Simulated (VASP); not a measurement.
Given:

```yaml
crystal:
  lattice:
    - [0.00000, 2.89978, 2.89978]
    - [2.89978, 0.00000, 2.89978]
    - [2.89978, 2.89978, 0.00000]
  atoms:
    - { symbol: Ag, position: [0.00000, 0.00000, 0.00000] }
    - { symbol: Br, position: [0.50000, 0.50000, 0.50000] }
```

These are PBE GGA with D3 dispersion (zero damping), VASP's PBE PAW potentials (set 64) (plane waves; VASP) values and carry that method's errors. Settings: 520 eV cut-off, 8×8×8 Γ-centred mesh, Gaussian smearing of 0.050 eV, potentials Ag Br.

Q: Estimate the energy per atom (σ→0), pressure, band gap (on the k-mesh) with the smallest direct gap where there is one.

A: 
```
Quantity                                     Result
-----------------------------------  --------------
band gap (on the k-mesh)                    0.68 eV
smallest direct gap (on the k-mesh)         2.50 eV
energy per atom (σ→0)                -2.827 eV/atom
pressure                                  -1.27 GPa
```

Total energies compare only between runs with the same potentials, cut-off and functional.

The compound is AgBr in the rock salt structure. This cell is one point of a volume scan, at 1.03 of the reference volume.
